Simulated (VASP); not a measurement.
Output of a VASP run:

**OSZICAR**
```
       N       E                     dE             d eps       ncg     rms          rms(c)
DAV:   1     0.450227806956E+02    0.45023E+02   -0.68277E+03  2090   0.118E+03
DAV:   2    -0.152235659298E+02   -0.60246E+02   -0.56800E+02  2744   0.234E+02
DAV:   3    -0.184178562108E+02   -0.31943E+01   -0.31554E+01  2787   0.439E+01
DAV:   4    -0.184663306834E+02   -0.48474E-01   -0.48376E-01  2594   0.478E+00
DAV:   5    -0.184672835127E+02   -0.95283E-03   -0.95234E-03  2813   0.570E-01    0.257E+01
DAV:   6    -0.163356945617E+02    0.21316E+01   -0.19575E+01  2452   0.263E+01    0.237E+01
DAV:   7    -0.161260117020E+02    0.20968E+00   -0.16190E+00  2449   0.806E+00    0.165E+01
DAV:   8    -0.161270679664E+02   -0.10563E-02   -0.13703E-01  2425   0.393E+00    0.627E+00
DAV:   9    -0.161215526098E+02    0.55154E-02   -0.15305E-02  2542   0.110E+00    0.517E-01
DAV:  10    -0.161218529907E+02   -0.30038E-03   -0.75801E-04  2926   0.228E-01    0.453E-01
DAV:  11    -0.161218203644E+02    0.32626E-04   -0.24102E-04  2572   0.104E-01    0.168E-02
DAV:  12    -0.161218213351E+02   -0.97066E-06   -0.10085E-05  2702   0.283E-02    0.138E-02
DAV:  13    -0.161218211913E+02    0.14379E-06   -0.22044E-06  1921   0.105E-02
   1 F= -.16121821E+02 E0= -.16121821E+02  d E =0.000000E+00
```

**OUTCAR**
```
------------------------ aborting loop because EDIFF is reached ----------------------------------------
  FORCE on cell =-STRESS in cart. coord.  units (eV):
  Direction    XX          YY          ZZ          XY          YZ          ZX
  --------------------------------------------------------------------------------------
  Total       -1.1709982      0.6494780     -1.4970104      0.0000000      0.0000000      0.0000000
  in kB      -59.0393510     32.7453610    -75.4762224      0.0000000      0.0000000      0.0000000
  external PRESSURE =     -33.9234041 kB  Pullay stress =       0.0000000 kB
  volume of cell :       31.78
      direct lattice vectors                 reciprocal lattice vectors
     0.000000000  2.439624000  2.563272000    -0.196785160  0.204949615  0.195063185
     2.540842000  0.000000000  2.563272000     0.196785160 -0.204949615  0.195063185
     2.540842000  2.439624000  0.000000000     0.196785160  0.204949615 -0.195063185
 POSITION                                       TOTAL-FORCE (eV/Angst)
 -----------------------------------------------------------------------------------
      0.00000      0.00000      0.00000        -0.048389      0.000000      0.000000
      2.56680      2.43962      2.56327         0.048389      0.000000      0.000000
 -----------------------------------------------------------------------------------
    total drift:                                0.000081     -0.000000     -0.000000
  FREE ENERGIE OF THE ION-ELECTRON SYSTEM (eV)
  ---------------------------------------------------
  free  energy   TOTEN  =       -16.1218211913 eV

  energy  without entropy=      -16.1218211913  energy(sigma->0) =      -16.12182119
```
(Selected blocks of OUTCAR.)

File POSCAR:
```
GdN
1
    0.0000000000     2.4396240000     2.5632720000
    2.5408420000     0.0000000000     2.5632720000
    2.5408420000     2.4396240000     0.0000000000
Gd N
1 1
Direct
  0.0000000000   0.0000000000   0.0000000000
  0.4948920000   0.5051080000   0.5051080000
```

Problem. Write an INCAR and KPOINTS that could have produced this output.

Solution. One answer among several that fit: the input of the run itself, PBE GGA, plane waves, VASP's PBE PAW potentials (set 64).

File KPOINTS:
```
Automatic mesh
0
Gamma
8 8 8
0 0 0
```

INCAR:
```
SYSTEM = GdN
PREC = Accurate; ENCUT = 520; LREAL = .False.
LASPH = .True.
EDIFF = 1E-6; NELM = 100; ALGO = Normal
LMAXMIX = 6
ISMEAR = -4
GGA = PE
ISIF = 2
LWAVE = .False.; LCHARG = .False.
```

POTCAR, in this order: Gd_3 N (PBE.64 set). Program: vasp_std.

The 4f electrons are frozen in the core of the lanthanide potential, so 4f levels, which can set the real gap, and their magnetism are missing.

The compound is GdN in the rock salt structure. The cell was not relaxed at this level, atoms are displaced from their ideal sites. The run is one of a series of settings (ISMEAR = -4, SIGMA removed against the base run), some of them coarse on purpose.
